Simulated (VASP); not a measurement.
# InBiP2 with PBE + D3: from relaxation to properties, part 4 of 4

What structure does InBiP2 take at this level, and what are its properties? The cell is invented: it takes the structure of a Materials Project entry for InBi3 (space group 21 there), with some of its atoms replaced by other elements, volume scaled by an estimate. It may not be a known or stable phase.

VASP 6.6.1; PBE with D3; plane waves and PAW (Bi_d, In_d, P); invented cell.

Still holding for the runs below: The k-mesh is coarse for a metal.

So far. Step 5 (Bands along the symmetry lines (PBE + D3)): There is no gap at this level. Step 6 (Density of states (PBE + D3)): The finer mesh and the other smearing move the Fermi level by +0.01 eV from the 9×9×4 run, a small shift, which tests the Fermi level alone. Of the states within 0.3 eV of the Fermi level, the largest shares in the PAW spheres are P p 26 % and Bi p 11 %. The rest lies in smaller channels or between the spheres. The relaxed cell has a, b, c = 3.387, 7.374, 7.397 Å (conventional setting).

### 7. Electric field gradients (PBE + D3)

Field gradients probe how far the charge around each nucleus departs from cubic symmetry; LASPH keeps the non-spherical terms inside the spheres.

Contents of INCAR:

```
SYSTEM = InBiP2
PREC = Accurate
ENCUT = 400
EDIFF = 1E-07
NELM = 100
ISMEAR = 0
SIGMA = 0.05
LREAL = .FALSE.
ALGO = Normal
GGA = PE
IVDW = 11
NBANDS = 25
LORBIT = 11
LWAVE = .FALSE.
LCHARG = .FALSE.
KPAR = 2
LEFG = .TRUE.
LASPH = .TRUE.
```

Contents of POSCAR:

```
InBiP2
1.0
    1.6936058669     -3.6872047485      0.0000000000
    1.6936058669      3.6872047485      0.0000000000
    0.0000000000      0.0000000000      7.3965723322
Bi In P
1 1 2
Direct
    0.0000000000      0.0000000000      0.5000000000
    0.5000000000      0.5000000000      0.0000000000
    0.0000000000      0.5000000000      0.7690835392
    0.5000000000      0.0000000000      0.2309164608
```

Contents of KPOINTS:

```
Automatic mesh
0
Gamma
9 9 4
0 0 0
```

PAW data sets: Bi_d, In_d and P (PBE family, release 64).

The run is started by

```bash
> mpirun -np 2 vasp_std
```

The log of the run:

```text
[... set-up lines as in an earlier step ...]
 entering main loop
       N       E                     dE             d eps       ncg     rms          rms(c)
DAV:   1     0.309233119122E+03    0.30923E+03   -0.16222E+04  3750   0.148E+03
DAV:   2     0.124848791228E+02   -0.29675E+03   -0.29156E+03  3844   0.388E+02
DAV:   3    -0.157211190751E+02   -0.28206E+02   -0.27806E+02  4849   0.135E+02
DAV:   4    -0.166883278026E+02   -0.96721E+00   -0.96493E+00  4510   0.269E+01
DAV:   5    -0.167310276111E+02   -0.42700E-01   -0.42694E-01  5840   0.522E+00    0.593E+00
DAV:   6    -0.160992882643E+02    0.63174E+00   -0.22386E+00  4983   0.107E+01    0.314E+00
DAV:   7    -0.161082875823E+02   -0.89993E-02   -0.32364E-01  4914   0.278E+00    0.172E+00
DAV:   8    -0.161045401799E+02    0.37474E-02   -0.23308E-02  4983   0.120E+00    0.321E-01
DAV:   9    -0.161042164070E+02    0.32377E-03   -0.38760E-03  4980   0.397E-01    0.135E-01
DAV:  10    -0.161042871127E+02   -0.70706E-04   -0.48831E-04  5127   0.142E-01    0.705E-02
DAV:  11    -0.161043070737E+02   -0.19961E-04   -0.87236E-05  4900   0.652E-02    0.137E-02
DAV:  12    -0.161043060537E+02    0.10200E-05   -0.94603E-06  4911   0.194E-02    0.921E-03
DAV:  13    -0.161043060515E+02    0.22474E-08   -0.12000E-06  4196   0.664E-03    0.296E-03
DAV:  14    -0.161043061117E+02   -0.60276E-07   -0.10251E-07  2835   0.390E-03
ion   1
     0.0000000     0.0000000     0.0000000     0.6746871     0.0000000    -1.2165312
     0.0000690     0.0000000     0.0000000     0.6746871     0.0000000    -1.2165311
     0.0000950     0.0000000     0.0000000     0.6746871     0.0000000    -1.2165311
     0.0001308     0.0000000     0.0000000     0.6746870     0.0000000    -1.2165310
     0.0001801     0.0000000     0.0000000     0.6746870     0.0000000    -1.2165309

     0.0000000     0.0000000     0.0000000   -74.3769730     0.0000000   151.9991180
     0.0000690     0.0000000     0.0000000   -74.2139591     0.0000000   151.6753590
     0.0000950     0.0000000     0.0000000   -74.1377213     0.0000000   151.5240090
     0.0001308     0.0000000     0.0000000   -74.0224294     0.0000000   151.2951675
     0.0001801     0.0000000     0.0000000   -73.8488413     0.0000000   150.9506744

ion   2
     0.0000000     0.0000000     0.0000000    -0.1668070     0.0000000     0.6786216
     0.0000565     0.0000000     0.0000000    -0.1668070     0.0000000     0.6786216
     0.0000778     0.0000000     0.0000000    -0.1668070     0.0000000     0.6786216
     0.0001071     0.0000000     0.0000000    -0.1668069     0.0000000     0.6786215
     0.0001475     0.0000000     0.0000000    -0.1668069     0.0000000     0.6786214

     0.0000000     0.0000000     0.0000000    35.6137033     0.0000000   -87.7504656
     0.0000565     0.0000000     0.0000000    35.6070377     0.0000000   -87.7331701
     0.0000778     0.0000000     0.0000000    35.6034067     0.0000000   -87.7237275
     0.0001071     0.0000000     0.0000000    35.5975778     0.0000000   -87.7085564
     0.0001475     0.0000000     0.0000000    35.5882579     0.0000000   -87.6842789

ion   3
     0.0000000    -0.2382307     0.0000000     0.6341593     0.0000000    -1.4429203
     0.0000365    -0.2382307     0.0000000     0.6341593     0.0000000    -1.4429203
     0.0000503    -0.2382307     0.0000000     0.6341593     0.0000000    -1.4429203
     0.0000692    -0.2382307     0.0000000     0.6341593     0.0000000    -1.4429203
     0.0000953    -0.2382307     0.0000000     0.6341593     0.0000000    -1.4429203

     0.0000000    -1.3577294     0.0000000     4.9819388     0.0000000   -12.9083894
     0.0000365    -1.3577269     0.0000000     4.9819285     0.0000000   -12.9083622
     0.0000503    -1.3577253     0.0000000     4.9819222     0.0000000   -12.9083454
     0.0000692    -1.3577227     0.0000000     4.9819117     0.0000000   -12.9083176
     0.0000953    -1.3577183     0.0000000     4.9818943     0.0000000   -12.9082716

ion   4
     0.0000000     0.2382307     0.0000000     0.6341593     0.0000000    -1.4429203
     0.0000365     0.2382307     0.0000000     0.6341593     0.0000000    -1.4429203
     0.0000503     0.2382307     0.0000000     0.6341593     0.0000000    -1.4429203
     0.0000692     0.2382307     0.0000000     0.6341593     0.0000000    -1.4429203
     0.0000953     0.2382307     0.0000000     0.6341593     0.0000000    -1.4429203

     0.0000000     1.3577294     0.0000000     4.9819388     0.0000000   -12.9083894
     0.0000365     1.3577269     0.0000000     4.9819285     0.0000000   -12.9083622
     0.0000503     1.3577253     0.0000000     4.9819222     0.0000000   -12.9083454
     0.0000692     1.3577227     0.0000000     4.9819117     0.0000000   -12.9083176
     0.0000953     1.3577183     0.0000000     4.9818943     0.0000000   -12.9082716

   1 F= -.17091415E+02 E0= -.17090369E+02  d E =-.209260E-02
```

Elapsed: 73 s, on 2 MPI ranks of AMD EPYC 7R43, shared host; peak memory 0.47 GiB; 2.4 min of CPU time.

Parts of OUTCAR (step 7):

```text
   NELECT =      38.0000    total number of electrons

 E-fermi :   7.2971

 k-point     1 :       0.0000    0.0000    0.0000
  band No.  band energies     occupation
    ...
     13      -2.7925      2.00000
     14       3.5951      2.00000
     15       4.8360      2.00000
     16       4.9577      2.00000
     17       6.5971      2.00000
     18       7.6038      0.00000
     19       8.9012      0.00000
     20       8.9489      0.00000
     21       9.6588      0.00000
     22       9.6755      0.00000
    ...

 Edisp (eV)   -0.98711

  Total       0.00089    -0.02196     0.01913     0.00000     0.00000     0.00000
  in kB       0.01549    -0.38081     0.33172     0.00000     0.00000     0.00000
  external pressure =       -0.01 kB  Pullay stress =        0.00 kB

 POSITION                                       TOTAL-FORCE (eV/Angst)
 -----------------------------------------------------------------------------------
      0.00000      0.00000      3.69829        -0.000000     -0.000000      0.000000
      1.69361      0.00000      0.00000        -0.000000     -0.000000      0.000000
      0.84680      1.84360      5.68858        -0.000000     -0.000000      0.004312
      0.84680     -1.84360      1.70799         0.000000      0.000000     -0.004312
 -----------------------------------------------------------------------------------
    total drift:                                0.000000      0.000000      0.000000

  FREE ENERGIE OF THE ION-ELECTRON SYSTEM (eV)
  ---------------------------------------------------
  free  energy   TOTEN  =       -17.0914151152 eV

  energy  without entropy=      -17.0893225103  energy(sigma->0) =      -17.09036881

 Electric field gradients after diagonalization (V/A^2)
 (convention: |V_zz| > |V_xx| > |V_yy|)
----------------------------------------------------------------------
 ion       V_xx      V_yy      V_zz     asymmetry (V_yy - V_xx)/ V_zz
----------------------------------------------------------------------
   1     118.983    93.566  -212.549       0.120
   2     -72.850   -44.679   117.529       0.240
   3     -10.758    -6.002    16.760       0.284
   4     -10.758    -6.002    16.760       0.284
----------------------------------------------------------------------

[... 8 parts as in an earlier step ...]

[... 9 further parts left out ...]
```

Numbers from this step:

- SCF cycles: 14
- bands: 25
- irreducible k-points: 75
- Fermi energy: 7.297 eV
- pressure: -0.001120 GPa

Electric field gradients, by row:

| atom | Vxx (V/Å²) | Vyy (V/Å²) | Vzz (V/Å²) | asymmetry |
| --- | --- | --- | --- | --- |
| Bi1 | 119 | 93.57 | -212.5 | 0.12 |
| In2 | -72.85 | -44.68 | 117.5 | 0.24 |
| P3 | -10.76 | -6.002 | 16.76 | 0.284 |
| P4 | -10.76 | -6.002 | 16.76 | 0.284 |

The largest gradient, -212.55 V/Å², sits on Bi1; times the quadrupole moment of a nucleus that has one, it gives the coupling that NMR and NQR see.

### 8. Core levels (PBE + D3)

Core levels shift with the potential at each site, so they tell like atoms on unlike sites apart.

INCAR, as its differences from that of step 7:

```diff
@@ -3,3 +3,3 @@
 ENCUT = 400
-EDIFF = 1E-07
+EDIFF = 1E-06
 NELM = 100
@@ -16,3 +16,2 @@
 KPAR = 2
-LEFG = .TRUE.
-LASPH = .TRUE.
+ICORELEVEL = 1
```

POSCAR is that of step 7.

KPOINTS is that of step 7.

The run is started by

```bash
> mpirun -np 2 vasp_std
```

The log of the run:

```text
[... set-up lines as in an earlier step ...]
 entering main loop
       N       E                     dE             d eps       ncg     rms          rms(c)
[... 1 cycle as in an earlier step ...]
DAV:   2     0.124848791229E+02   -0.29675E+03   -0.29156E+03  3844   0.388E+02
[... 2 cycles as in an earlier step ...]
DAV:   5    -0.167310276114E+02   -0.42700E-01   -0.42694E-01  5840   0.522E+00    0.593E+00
DAV:   6    -0.160989804922E+02    0.63205E+00   -0.22383E+00  4975   0.107E+01    0.314E+00
DAV:   7    -0.161079350879E+02   -0.89546E-02   -0.32386E-01  4914   0.278E+00    0.172E+00
DAV:   8    -0.161041644566E+02    0.37706E-02   -0.23359E-02  4991   0.120E+00    0.321E-01
DAV:   9    -0.161038393266E+02    0.32513E-03   -0.38666E-03  4948   0.396E-01    0.135E-01
DAV:  10    -0.161039100037E+02   -0.70677E-04   -0.48855E-04  5135   0.142E-01    0.700E-02
DAV:  11    -0.161039297063E+02   -0.19703E-04   -0.86401E-05  4892   0.651E-02    0.136E-02
DAV:  12    -0.161039286853E+02    0.10210E-05   -0.93329E-06  4175   0.194E-02    0.909E-03
DAV:  13    -0.161039286600E+02    0.25265E-07   -0.10926E-06  2708   0.657E-03
   1 F= -.17091038E+02 E0= -.17089992E+02  d E =-.209114E-02
```

Elapsed: 67 s, on 2 MPI ranks; peak memory 0.48 GiB.

OUTCAR, selected parts (step 8):

```text
   NELECT =      38.0000    total number of electrons

 the core state eigenenergies are
   1-  1s -90628.4261  2s -16271.1448  2p -13911.5100  3s  -3919.1077  3p  -3245.3370
       3d  -2570.2584  4s   -890.8573  4p   -670.1909  4d   -418.4300  4f   -141.2098
       5s   -146.3369  5p    -84.4410
   2-  1s -27736.3070  2s  -4142.8165  2p  -3716.7978  3s   -776.7805  3p   -637.3349
       3d   -421.0019  4s   -108.1252  4p    -66.6063
   3-  1s  -2071.0941  2s   -161.1291  2p   -111.6150
   4-  1s  -2071.0941  2s   -161.1291  2p   -111.6150

 E-fermi :   7.2970

 k-point     1 :       0.0000    0.0000    0.0000
  band No.  band energies     occupation
    ...
     13      -2.7925      2.00000
     14       3.5953      2.00000
     15       4.8361      2.00000
     16       4.9581      2.00000
     17       6.5976      2.00000
     18       7.6035      0.00000
     19       8.9005      0.00000
     20       8.9492      0.00000
     21       9.6588      0.00000
     22       9.6751      0.00000
    ...

 Edisp (eV)   -0.98711

  Total      -0.00097    -0.02446     0.01581     0.00000     0.00000     0.00000
  in kB      -0.01676    -0.42427     0.27416     0.00000     0.00000     0.00000
  external pressure =       -0.06 kB  Pullay stress =        0.00 kB

 POSITION                                       TOTAL-FORCE (eV/Angst)
 -----------------------------------------------------------------------------------
      0.00000      0.00000      3.69829         0.000000     -0.000000      0.000000
      1.69361      0.00000      0.00000         0.000000     -0.000000      0.000000
      0.84680      1.84360      5.68858         0.000000     -0.000000      0.003772
      0.84680     -1.84360      1.70799        -0.000000      0.000000     -0.003772
 -----------------------------------------------------------------------------------
    total drift:                                0.000000      0.000000      0.000000

  FREE ENERGIE OF THE ION-ELECTRON SYSTEM (eV)
  ---------------------------------------------------
  free  energy   TOTEN  =       -17.0910376635 eV

  energy  without entropy=      -17.0889465185  energy(sigma->0) =      -17.08999209

[... 9 parts as in an earlier step ...]

[... 7 further parts left out ...]
```

These are scalar-relativistic Kohn-Sham levels of the ground state, with no core hole, so they are not binding energies.

This step gave:

```yaml
scf_cycles: 13
pressure: -0.005562 GPa
```

Kohn-Sham core levels. Core levels, by row:

| atom | shell | level below the Fermi level (eV) |
| --- | --- | --- |
| Bi1 | 1s | 90636 |
| Bi1 | 2s | 16278 |
| Bi1 | 2p | 13919 |
| Bi1 | 3s | 3926 |
| Bi1 | 3p | 3253 |
| Bi1 | 3d | 2578 |
| Bi1 | 4s | 898.2 |
| Bi1 | 4p | 677.5 |
| Bi1 | 4d | 425.7 |
| Bi1 | 4f | 148.5 |
| Bi1 | 5s | 153.6 |
| Bi1 | 5p | 91.74 |
| In2 | 1s | 27744 |
| In2 | 2s | 4150 |
| In2 | 2p | 3724 |
| In2 | 3s | 784.1 |
| In2 | 3p | 644.6 |
| In2 | 3d | 428.3 |
| In2 | 4s | 115.4 |
| In2 | 4p | 73.9 |
| P3 | 1s | 2078 |
| P3 | 2s | 168.4 |
| P3 | 2p | 118.9 |
| P4 | 1s | 2078 |
| P4 | 2s | 168.4 |
| P4 | 2p | 118.9 |

Atoms of one element give levels within 0.1 eV of each other.

### 9. Summary of results

```
relaxed volume                            : 23.09 Å³/atom
relaxed conventional cell a, b, c         : 3.387, 7.374, 7.397 Å
space group after relaxing, within 0.02 Å : C222 (No. 21)
band gap                                  : none, a metal
DOS at the Fermi level                    : 1.79 states/eV/cell
largest field gradient Vzz                : -212.55 V/Å² on Bi1
shallowest level of the frozen cores      : In2 4p, 73.9 eV deep
```

**Reading.** With PBE + D3, InBiP2 relaxes to 23.09 Å³/atom in space group C222 (held by the symmetry of the run) and comes out as a metal. Bands along the symmetry lines (PBE + D3): Of the bands kept, 5 cross the Fermi level on this path. Spin-orbit coupling is left out, and with elements this heavy it would split and shift bands near the Fermi level. The k-sampling is coarse for a metal, so the Fermi level, pressures and the shape of the cell carry errors. No search among competing phases was made. All values are for a static lattice at zero temperature.

[Lines on the potential files, build, host, timing and source positions are cut from VASP's logs without a mark.]

[Logs are printed without paths, hosts, clocks, repeated set-up lines and the standing remarks that a program may print on its own settings, such as how far it seeks lower states.]

[Hosts, paths, dates, database ids (printed as entryN), source tags and the programs' standing remarks are cut or masked in the printed files.]

[A measured line is paired with the nearest computed mode of its activity, which favours agreement.]
